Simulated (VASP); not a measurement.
# Ti2Te2S (P6/mmm) in VASP: notebook

One crystal, Ti2Te2S, is run at these levels: PBE; tasks: relaxation of cell and atoms.

Everything below comes from runs of VASP 6.6.1. Logs are shortened: lines on timing, memory, paths and dates and some standing lists are left out, and cuts for length are marked.

### Step 1. The crystal as given

Symmetry: P6/mmm, No. 191, hexagonal system. Conventional cell: a = 4.586 Å, b = 4.586 Å, c = 7.551 Å, α = 90.00°, β = 90.00°, γ = 120.00°. Ti (site symmetry 6mm) has 1 S at 2.27 Å as nearest neighbours. Te (site symmetry -6m2) has 3 Te at 2.65 Å and 6 Ti at 3.04 Å as nearest neighbours. Around S (site symmetry 6/mmm) lie 2 Ti at 2.27 Å.

The cell was built by a generator and needn't be a form met in nature.

### Step 2. Relaxation of cell and atoms, PBE

File INCAR:

```
  ALGO = Fast
  EDIFF = 1E-4
  EDIFFG = -0.08
  ENCUT = 520
  GGA = PE
  IBRION = 2
  ISIF = 3
  ISMEAR = 0
  LASPH = T
  LCHARG = F
  LREAL = F
  LWAVE = F
  NELM = 60
  NSW = 24
  PREC = Normal
  SIGMA = 0.15
```

File KPOINTS:

```
k-points
0
Gamma
  4 4 2
```

File POSCAR:

```
Ti2Te2S
1.0
    4.5858867100      0.0000000000      0.0000000000
   -2.2929433500      3.9714943900      0.0000000000
    0.0000000000      0.0000000000      7.5513218100
Ti Te S
2 2 1
Direct
    0.0000000000      0.0000000000      0.3011089800
    0.0000000000      0.0000000000      0.6988910200
    0.3333333300      0.6666666700      0.5000000000
    0.6666666700      0.3333333300      0.5000000000
    0.0000000000      0.0000000000      0.0000000000
```

Potentials or basis: VASP PAW PBE potentials, release 64 (Ti_sv, Te, S).

The run is started by

```
cat potpaw_PBE.64/Ti_sv/POTCAR potpaw_PBE.64/Te/POTCAR potpaw_PBE.64/S/POTCAR > POTCAR
mpirun -np 1 vasp_std > vasp.out
```

OUTCAR:

```text
EDIFF = 1E-4
   EDIFFG = -0.08
   ENCUT = 520
   GGA = PE
   IBRION = 2
   ISIF = 3
   ISMEAR = 0
   LASPH = T
   LREAL = F
   NELM = 60
   NSW = 24
   PREC = Normal

 ion  position               nearest neighbor table
   1  0.000  0.000  0.301-   5 2.27   4 3.04   3 3.04   3 3.04   4 3.04   4 3.04   3 3.04
   2  0.000  0.000  0.699-   5 2.27   4 3.04   3 3.04   3 3.04   4 3.04   4 3.04   3 3.04
   3  0.333  0.667  0.500-   4 2.65   4 2.65   4 2.65   1 3.04   2 3.04   2 3.04   1 3.04   2 3.04
                             1 3.04
   4  0.667  0.333  0.500-   3 2.65   3 2.65   3 2.65   1 3.04   2 3.04   1 3.04   2 3.04   1 3.04
                             2 3.04
   5  0.000  0.000  0.000-   1 2.27   2 2.27

  LATTYP: Found a hexagonal cell.
 ALAT       =     4.5858867100
 C/A-ratio  =     1.6466437763

  Lattice vectors:

 A1 = (   4.5858867100,   0.0000000000,   0.0000000000)
 A2 = (  -2.2929433500,   3.9714943900,   0.0000000000)
 A3 = (   0.0000000000,   0.0000000000,   7.5513218100)

Analysis of symmetry for initial positions (statically):
=====================================================================
 Subroutine PRICEL returns:
 Original cell was already a primitive cell.

 Routine SETGRP: Setting up the symmetry group for a
 hexagonal supercell.

 Subroutine GETGRP returns: Found 24 space group operations
 (whereof 24 operations were pure point group operations)
 out of a pool of 24 trial point group operations.

The static configuration has the point symmetry D_6h.

Analysis of symmetry for dynamics (positions and initial velocities):
=====================================================================
 Subroutine PRICEL returns:
 Original cell was already a primitive cell.

 Routine SETGRP: Setting up the symmetry group for a
 hexagonal supercell.

 Subroutine GETGRP returns: Found 24 space group operations
 (whereof 24 operations were pure point group operations)
 out of a pool of 24 trial point group operations.

The dynamic configuration has the point symmetry D_6h.

 Subroutine INISYM returns: Found 24 space group operations
 (whereof 24 operations are pure point group operations),
 and found     1 'primitive' translations

----------------------------------------------------------------------------------------

                                     Primitive cell

  volume of cell :     137.5309

  direct lattice vectors                    reciprocal lattice vectors
     4.585886710  0.000000000  0.000000000     0.218060337  0.125897194  0.000000000
    -2.292943350  3.971494390  0.000000000     0.000000000  0.251794388  0.000000000
     0.000000000  0.000000000  7.551321810     0.000000000  0.000000000  0.132427147

  length of vectors
     4.585886710  4.585886708  7.551321810     0.251794388  0.251794388  0.132427147

  position of ions in fractional coordinates (direct lattice)
     0.000000000  0.000000000  0.301108980
     0.000000000  0.000000000  0.698891020
     0.333333330  0.666666670  0.500000000
     0.666666670  0.333333330  0.500000000
     0.000000000  0.000000000  0.000000000

  ion indices of the primitive-cell ions
   primitive index   ion index
                 1           1
                 2           2
                 3           3
                 4           4
                 5           5

----------------------------------------------------------------------------------------

 KPOINTS: k-points

Automatic generation of k-mesh.
 Grid dimensions read from file:
 generate k-points for:    4    4    2

 Generating k-lattice:

  Cartesian coordinates                     Fractional coordinates (reciprocal lattice)
     0.054515084  0.031474298  0.000000000     0.250000000  0.000000000  0.000000000
     0.000000000  0.062948597  0.000000000     0.000000000  0.250000000  0.000000000
     0.000000000  0.000000000  0.066213573     0.000000000  0.000000000  0.500000000

  Length of vectors
     0.062948597  0.062948597  0.066213573

  Shift w.r.t. Gamma in fractional coordinates (k-lattice)
     0.000000000  0.000000000  0.000000000

 Subroutine IBZKPT returns following result:
 ===========================================

 Found      8 irreducible k-points:

 Following reciprocal coordinates:
            Coordinates               Weight
  0.000000  0.000000  0.000000      1.000000
  0.250000 -0.000000  0.000000      6.000000
  0.500000 -0.000000  0.000000      3.000000
  0.250000  0.250000  0.000000      6.000000
  0.000000  0.000000  0.500000      1.000000
  0.250000 -0.000000  0.500000      6.000000
  0.500000 -0.000000  0.500000      3.000000
  0.250000  0.250000  0.500000      6.000000
   k-points           NKPTS =      8   k-points in BZ     NKDIM =      8   number of bands    NBANDS=     25
   number of dos      NEDOS =    301   number of ions     NIONS =      5
   total plane-waves  NPLWV =  32928
   dimension x,y,z NGX =    28 NGY =   28 NGZ =   42
   dimension x,y,z NGXF=    56 NGYF=   56 NGZF=   84
[... 12 lines left out ...]
   NELM   =     60;   NELMIN=  2; NELMDL= -5     # of ELM steps
   EDIFF  = 0.1E-03   stopping-criterion for ELM
   LREAL  =      F    real-space projection
   EDIFFG = -.8E-01   stopping-criterion for IOM
   NSW    =     24    number of steps for IOM
   IBRION =      2    ionic relax: 0-MD 1-quasi-New 2-CG
   NFREE  =      1    steps in history (QN), initial steepest desc. (CG)
   ISIF   =      3    stress and relaxation
   ISYM   =      2    0-nonsym 1-usesym 2-fastsym
   POTIM  = 0.5000    time-step for ionic-motion
   TEBEG  =    0.0;   TEEND  =   0.0 temperature during run
   PSTRESS=    0.0 pullay stress
   NELECT =      42.0000    total number of electrons
   NUPDOWN=      -1.0000    fix difference up-down
   EMIN   =  10.00;   EMAX   =-10.00  energy-range for DOS
   EFERMI =   0.00;   METHOD = LEGACY
   ISMEAR =     0;   SIGMA  =   0.15  broadening in eV -4-tet -1-fermi 0-gaus
   EFERMI_NEDOS =   21; number of points for ismear=-14 and -15
   IALGO  =     68    algorithm
   IMIX   =      4    mixing-type and parameters
     AMIX     =   0.40;   BMIX     =  1.00
     AMIX_MAG =   1.60;   BMIX_MAG =  1.00
  volume/ion in A,a.u.               =      27.51       185.62
  Fermi-wavevector in a.u.,A,eV,Ry     =   1.102447  2.083323 16.536386  1.215390
  Thomas-Fermi vector in A             =   2.238890
   LORBIT       =      0    0 simple, 1 ext, 2 COOP (PROOUT), +10 PAW based schemes
   GGA     = PE    functional components
   LHFCALC =     F    Hartree Fock is set to
   AEXX    =    0.0000 exact exchange contribution
   IVDW    =     0    specifies the selected vdW correction
   LEPSILON=     F    determine dielectric tensor
   LRPA    =     F    only Hartree local field effects (RPA)
 conjugate gradient relaxation of ions
 non-spin polarized calculation
 RMM-DIIS sequential band-by-band and
 Gauss-broadening in eV      SIGMA  =   0.15
  energy-cutoff  :      520.00
  volume of cell :      137.53
 maximum number of plane-waves:      3743
   NGX = 17   NGY = 17   NGZ = 29

--------------------------------------- Ionic step        1  -------------------------------------------

 number of electron      41.9999982 magnetization

 Free energy of the ion-electron system (eV)
  ---------------------------------------------------
  ext. energy  EPLUGINS =         0.00000000
  ---------------------------------------------------
  free energy    TOTEN  =       -24.14042263 eV

  energy without entropy =      -24.08205427  energy(sigma->0) =      -24.11123845

 E-fermi :   5.9654     XC(G=0):  -8.9558

 val. band max:        5.8791961174   @ k =   0.2500  -0.0000   0.0000
 cond. band min:       6.0070491496   @ k =   0.2500   0.2500   0.0000
 fundamental gap:      0.1278530322
 Fermi energy:         5.9653688064

 k-point     1 :       0.0000    0.0000    0.0000
  band No.  band energies     occupation
      1     -51.6784      2.00000
      2     -51.6640      2.00000
      3     -28.0268      2.00000
      4     -28.0268      2.00000
      5     -28.0104      2.00000
      6     -28.0104      2.00000
[... 251 lines left out ...]
--------------------------------------- Ionic step        2  -------------------------------------------

 number of electron      41.9999973 magnetization

------------------------ aborting loop EDIFF was not reached (unconverged)  ----------------------------

  FORCE on cell =-STRESS in cart. coord.  units (eV):
  Direction    XX          YY          ZZ          XY          YZ          ZX
  --------------------------------------------------------------------------------------
  -------------------------------------------------------------------------------------
  Total       -7.3465905     -7.3465905     27.5172695     -0.0000000     -0.0000000     -0.0000000
  in kB      -71.0131412    -71.0131412    265.9856618     -0.0000001     -0.0000000     -0.0000000
  external PRESSURE =      41.3197931 kB  Pullay stress =       0.0000000 kB
[... 59 lines left out ...]
  FREE ENERGIE OF THE ION-ELECTRON SYSTEM (eV)
  ---------------------------------------------------
  free  energy   TOTEN  =       -25.5569656610 eV

  energy  without entropy=      -25.4698760812  energy(sigma->0) =      -25.51342087

[... ionic steps 4 to 12 ...]

--------------------------------------- Ionic step       13  -------------------------------------------

 number of electron      41.9999980 magnetization

------------------------ aborting loop because EDIFF is reached ----------------------------------------
[... 73 lines left out ...]
--------------------------------------- Ionic step       15  -------------------------------------------

 number of electron      41.9999985 magnetization

 Free energy of the ion-electron system (eV)
  ---------------------------------------------------
  ext. energy  EPLUGINS =         0.00000000
  ---------------------------------------------------
  free energy    TOTEN  =       -26.51445175 eV

  energy without entropy =      -26.47713531  energy(sigma->0) =      -26.49579353

 E-fermi :   4.3177     XC(G=0):  -8.2957

 val. band max:        4.2681927057   @ k =   0.2500   0.2500   0.0000
 cond. band min:       4.3416570164   @ k =   0.2500   0.2500   0.5000
 fundamental gap:      0.0734643107
 Fermi energy:         4.3176854146

 k-point     1 :       0.0000    0.0000    0.0000
  band No.  band energies     occupation
      1     -53.0852      2.00000
      2     -52.8533      2.00000
      3     -29.6735      2.00000
      4     -29.4679      2.00000
      5     -29.4679      2.00000
      6     -29.3045      2.00000
[... 245 lines left out ...]
  FREE ENERGIE OF THE ION-ELECTRON SYSTEM (eV)
  ---------------------------------------------------
  free  energy   TOTEN  =       -26.5144517459 eV

  energy  without entropy=      -26.4771353089  energy(sigma->0) =      -26.49579353

 reached required accuracy - stopping structural energy minimisation
```

It took 9.5 min on 1 thread of Intel Xeon Platinum 8259CL at 2.50GHz (Skylake/Cascade Lake), shared host; peak memory 0.2 GiB.

Results:

```
Free energy                            : -26.5145 eV
Relaxed volume                         : 31.52 Å³/atom
Relaxed cell                           : a = 5.185 Å, b = 5.185 Å, c = 6.769 Å, α = 90.00°, β = 90.00°, γ = 120.00°
Space group after relaxing (to 0.05 Å) : P6/mmm (No. 191)
Energy gained by relaxing              : 474.8 meV/atom
Ionic steps                            : 15
Pressure after relaxing                : 0.0 GPa
Largest force after relaxing           : 0.040 eV/Å
Band gap on the k mesh                 : none (metal or under the smearing width)
```

Forces in eV/Å, atoms in the order of the input:
```
Ti   0.000  0.000  0.040
Ti   0.000  0.000 -0.040
Te   0.000  0.000  0.000
Te   0.000  0.000  0.000
S    0.000  0.000  0.000
```

Step by step:
```
step  energy change (eV)  largest force (eV/Å)  pressure (GPa)  volume (Å³)
   1              0.0000                1.3258            8.27       137.53
   2             15.6907                2.1159            4.13       165.75
   3             -1.4165                1.9430            1.37       153.27
   4             -1.6032                2.1304            1.33       157.14
   5             -1.7530                2.3469           -0.16       161.45
   6             -1.8418                2.4220           -0.73       163.60
   7             -1.8616                2.4263           -0.88       164.68
   8             -2.3093                0.5255           -1.19       161.76
   9             -2.3392                0.1923           -0.98       160.90
  10             -2.3420                0.0453            0.67       155.92
  11             -2.3520                0.1156            0.19       158.27
  12             -2.3724                0.1631           -0.21       158.61
  13             -2.3728                0.1564           -0.31       158.46
  14             -2.3729                0.1517           -0.26       158.35
  15             -2.3740                0.0396           -0.04       157.61
```

Final structure:
```
CELL_PARAMETERS angstrom
5.18520 0.00000 0.00000
-2.59260 4.49052 0.00000
0.00000 0.00000 6.76897
ATOMIC_POSITIONS crystal
Ti 0.00000 0.00000 0.32977
Ti 0.00000 0.00000 0.67023
Te 0.33333 0.66667 0.50000
Te 0.66667 0.33333 0.50000
S 0.00000 0.00000 0.00000
```

Levels at points of the mesh, in eV from the Fermi level:
```tsv
k point	band 17	band 18	band 19	band 20	band 21	band 22	band 23	band 24	band 25
(0.00, 0.00, 0.00)	-2.99	-2.31	-2.31	-0.49	-0.28	0.48	0.48	1.47	1.60
(0.50, 0.00, 0.00)	-2.74	-2.42	-1.16	-0.38	-0.34	0.46	0.63	0.82	1.06
(0.00, 0.00, 0.50)	-2.80	-2.45	-2.45	-0.31	0.43	0.43	0.60	0.60	1.32
(0.50, 0.00, 0.50)	-2.54	-2.09	-1.15	-1.01	-0.47	0.46	0.49	0.79	0.84
```

Caveat: the k mesh is coarse (spacing up to 0.42 Å⁻¹), so the values aren't converged; the relaxation stopped at a loose force limit of 0.08 eV/Å, so its end isn't a converged minimum. The run has no spin-orbit coupling, so splittings on Te are missing.

[end of part 1 of 2]
